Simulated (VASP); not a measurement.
# Pb8O15 (a cell with a defect) (PbO2) in VASP: a series of runs, part 2 of 2

VASP 6.6.1. Earlier steps stand in the parts before.

### Step 4. Electric field gradients, PBE

This run uses another cell than the first one: it holds 24 atoms, not 23.

INCAR

```
ALGO = Fast
EDIFF = 1E-8
ENCUT = 520
GGA = PE
ISIF = 2
ISMEAR = -1
LASPH = True
LCHARG = False
LEFG = True
LREAL = Auto
LWAVE = False
NBANDS = 122
NELECT = 208.0
NELM = 100
PREC = Accurate
SIGMA = 0.01
```

KPOINTS

```
k-points
0
Gamma
  3 3 3
```

POSCAR

```
Pb8ClO15
1.0
    0.0000000000      5.1400000000      5.1400000000
    5.1400000000      0.0000000000      5.1400000000
    5.1400000000      5.1400000000      0.0000000000
Pb Cl O
8 1 15
Direct
    0.0000000000      0.0000000000      0.0000000000
    0.0000000000      0.0000000000      0.5000000000
    0.0000000000      0.5000000000      0.0000000000
    0.0000000000      0.5000000000      0.5000000000
    0.5000000000      0.0000000000      0.0000000000
    0.5000000000      0.0000000000      0.5000000000
    0.5000000000      0.5000000000      0.0000000000
    0.5000000000      0.5000000000      0.5000000000
    0.1250000000      0.1250000000      0.1250000000
    0.1250000000      0.1250000000      0.6250000000
    0.1250000000      0.6250000000      0.1250000000
    0.1250000000      0.6250000000      0.6250000000
    0.6250000000      0.1250000000      0.1250000000
    0.6250000000      0.1250000000      0.6250000000
    0.6250000000      0.6250000000      0.1250000000
    0.6250000000      0.6250000000      0.6250000000
    0.3750000000      0.3750000000      0.3750000000
    0.3750000000      0.3750000000      0.8750000000
    0.3750000000      0.8750000000      0.3750000000
    0.3750000000      0.8750000000      0.8750000000
    0.8750000000      0.3750000000      0.3750000000
    0.8750000000      0.3750000000      0.8750000000
    0.8750000000      0.8750000000      0.3750000000
    0.8750000000      0.8750000000      0.8750000000
```

Potentials or basis: VASP PAW PBE potentials, release 64 (Pb_d, Cl, O).

Command:

```sh
cat potpaw_PBE.64/Pb_d/POTCAR potpaw_PBE.64/Cl/POTCAR potpaw_PBE.64/O/POTCAR > POTCAR
mpirun -np 1 vasp_std > vasp.out
```

OUTCAR:

```text
EDIFF = 1E-8
   ENCUT = 520
   GGA = PE
   ISIF = 2
   ISMEAR = -1
   LASPH = True
   LREAL = Auto
   NELECT = 208.0
   NELM = 100
   PREC = Accurate

 ion  position               nearest neighbor table
   1  0.000  0.000  0.000-   9 2.23  10 2.23  11 2.23  13 2.23  20 2.23  22 2.23  23 2.23  24 2.23
                             5 3.63   2 3.63   3 3.63   2 3.63   4 3.63   6 3.63   3 3.63   4 3.63
   2  0.000  0.000  0.500-   9 2.23  10 2.23  12 2.23  14 2.23  19 2.23  21 2.23  23 2.23  24 2.23
                             6 3.63   1 3.63   4 3.63   1 3.63   3 3.63   5 3.63   3 3.63   4 3.63
   3  0.000  0.500  0.000-   9 2.23  11 2.23  12 2.23  15 2.23  18 2.23  21 2.23  22 2.23  24 2.23
                             7 3.63   1 3.63   4 3.63   2 3.63   4 3.63   8 3.63   1 3.63   2 3.63
   4  0.000  0.500  0.500-  10 2.23  11 2.23  12 2.23  16 2.23  17 2.23  21 2.23  22 2.23  23 2.23
                             8 3.63   2 3.63   3 3.63   1 3.63   3 3.63   7 3.63   1 3.63   2 3.63
   5  0.500  0.000  0.000-   9 2.23  13 2.23  14 2.23  15 2.23  18 2.23  19 2.23  20 2.23  24 2.23
                             7 3.63   1 3.63   6 3.63   2 3.63   6 3.63   8 3.63   3 3.63   7 3.63
   6  0.500  0.000  0.500-  10 2.23  13 2.23  14 2.23  16 2.23  17 2.23  19 2.23  20 2.23  23 2.23
                             8 3.63   2 3.63   5 3.63   1 3.63   5 3.63   7 3.63   4 3.63   7 3.63
   7  0.500  0.500  0.000-  11 2.23  13 2.23  15 2.23  16 2.23  17 2.23  18 2.23  20 2.23  22 2.23
                             8 3.63   3 3.63   5 3.63   4 3.63   6 3.63   8 3.63   1 3.63   5 3.63
   8  0.500  0.500  0.500-  12 2.23  14 2.23  15 2.23  16 2.23  17 2.23  18 2.23  19 2.23  21 2.23
                             7 3.63   4 3.63   6 3.63   3 3.63   5 3.63   7 3.63   2 3.63   5 3.63
   9  0.125  0.125  0.125-   1 2.23   2 2.23   3 2.23   5 2.23
  10  0.125  0.125  0.625-   1 2.23   2 2.23   4 2.23   6 2.23
[... 770 lines left out ...]
   4       0.000    -0.000    -0.000     6.098     6.098    -6.098
   5      -0.000     0.000     0.000    38.910    38.910   -38.910
   6      -0.000     0.000    -0.000     6.098    -6.098     6.098
[... 16 lines left out ...]
  23       4.360     4.360    -8.721     9.121     0.002     0.002
  24      -0.000    -0.000    -0.000     0.002     0.002     0.002
---------------------------------------------------------------------

 Electric field gradients after diagonalization (V/A^2)
 (convention: |V_zz| > |V_xx| > |V_yy|)
----------------------------------------------------------------------
 ion       V_xx      V_yy      V_zz     asymmetry (V_yy - V_xx)/ V_zz
----------------------------------------------------------------------
   1      38.910    38.910   -77.820       0.000
   2      38.910    38.910   -77.820       0.000
   3      38.910    38.910   -77.820       0.000
   4       6.098     6.098   -12.195       0.000
   5      38.910    38.910   -77.820       0.000
   6       6.098     6.098   -12.195       0.000
[... 16 lines left out ...]
  23      -8.721    -4.760    13.481       0.294
  24      -0.002    -0.002     0.004       0.000
----------------------------------------------------------------------

           NMR quadrupolar parameters

 Cq : quadrupolar parameter    Cq=e*Q*V_zz/h
 eta: asymmetry parameters     (V_yy - V_xx)/ V_zz
 Q  : nuclear electric quadrupole moment in mb (millibarn)
----------------------------------------------------------------------
 ion       Cq(MHz)       eta       Q (mb)
----------------------------------------------------------------------
   1      -0.188       0.000       1.000
   2      -0.188       0.000       1.000
   3      -0.188       0.000       1.000
   4      -0.029       0.000       1.000
   5      -0.188       0.000       1.000
   6      -0.029       0.000       1.000
[... 16 lines left out ...]
  23       0.033       0.294       1.000
  24       0.000       0.000       1.000
----------------------------------------------------------------------
```

stdout:

```text
POSCAR found type information on POSCAR PbClO
 POSCAR found :  3 types and      24 ions
 scaLAPACK will be used
 LDA part: xc-table for (Slater+PW92), standard interpolation
 POSCAR, INCAR and KPOINTS ok, starting setup
 FFT: planning ... GRIDC
 FFT: planning ... GRID_SOFT
 FFT: planning ... GRID
 WAVECAR not read
 entering main loop
 the old and the new charge density differ
 old charge density:   209.00000 new  208.00000
    0.323E+01
WARNING in EDDRMM: call to ZHEGV failed, returncode =   8  4    120
WARNING in EDDRMM: call to ZHEGV failed, returncode =   8  4     80
WARNING in EDDRMM: call to ZHEGV failed, returncode =   8  4     72
WARNING in EDDRMM: call to ZHEGV failed, returncode =   8  4    106
ion   1

ion   2

ion   3

ion   4

ion   5

ion   6

ion   7

ion   8

ion   9

ion  10

ion  11

ion  12

ion  13

ion  14

ion  15

ion  16

ion  17

ion  18

ion  19

ion  20

ion  21

ion  22

ion  23

ion  24
```

Run time: 9.8 min. Hardware: 1 thread of AMD EPYC 7R43 (Zen 3), shared host; peak memory 0.38 GiB.

Results:

- Free energy: -119.2378 eV
- Largest force: 7.298 eV/Å
- Band gap on the k mesh: none (metal or under the smearing width)

Forces on the atoms (eV/Å):
```
Pb  -4.214 -4.214 -4.214
Pb   4.214  4.214 -4.214
Pb   4.214 -4.214  4.214
Pb  -0.042  0.042  0.042
Pb  -4.214  4.214  4.214
Pb   0.042 -0.042  0.042
Pb   0.042  0.042 -0.042
Pb  -0.042 -0.042 -0.042
Cl   0.000  0.000  0.000
O    0.000  0.000 -0.075
O    0.000 -0.075  0.000
O    0.075  0.000  0.000
O   -0.075  0.000  0.000
O    0.000  0.075  0.000
O    0.000  0.000  0.075
O    0.000  0.000  0.000
O    0.000  0.000  0.000
O    0.000  0.000 -0.279
O    0.000 -0.279  0.000
O    0.279  0.000  0.000
O   -0.279  0.000  0.000
O    0.000  0.279  0.000
O    0.000  0.000  0.279
O    0.000  0.000  0.000
```

Levels at points of the mesh, in eV from the Fermi level:
| k point | band 102 | band 103 | band 104 | band 105 | band 106 | band 107 |
| --- | --- | --- | --- | --- | --- | --- |
| (0.00, 0.00, 0.00) | -0.19 | -0.18 | -0.18 | -0.18 | 1.99 | 1.99 |

Electric field gradients, principal values (V/Å²):
```tsv
atom	Vxx	Vyy	Vzz
1 Pb	38.910	38.910	-77.820
2 Pb	38.910	38.910	-77.820
3 Pb	38.910	38.910	-77.820
4 Pb	6.098	6.098	-12.195
5 Pb	38.910	38.910	-77.820
6 Pb	6.098	6.098	-12.195
7 Pb	6.098	6.098	-12.195
8 Pb	6.098	6.098	-12.195
9 Cl	-0.001	-0.001	0.002
10 O	-0.830	-4.229	5.059
11 O	-0.830	-4.229	5.059
12 O	-0.831	-4.225	5.055
13 O	-0.830	-4.229	5.059
14 O	-0.831	-4.225	5.055
15 O	-0.831	-4.225	5.055
16 O	-0.002	-0.002	0.004
17 O	-0.002	-0.002	0.004
18 O	-4.757	-8.721	13.477
19 O	-4.757	-8.721	13.477
20 O	-4.760	-8.721	13.481
21 O	-4.757	-8.721	13.477
22 O	-4.760	-8.721	13.481
23 O	-4.760	-8.721	13.481
24 O	-0.002	-0.002	0.004
```

Caveat: the cell carries a net charge on a neutralising background, which shifts energy and pressure; the cell is charged against a uniform background, so pressure and absolute levels hang on convention. The run has no spin-orbit coupling, so splittings on Pb are missing.
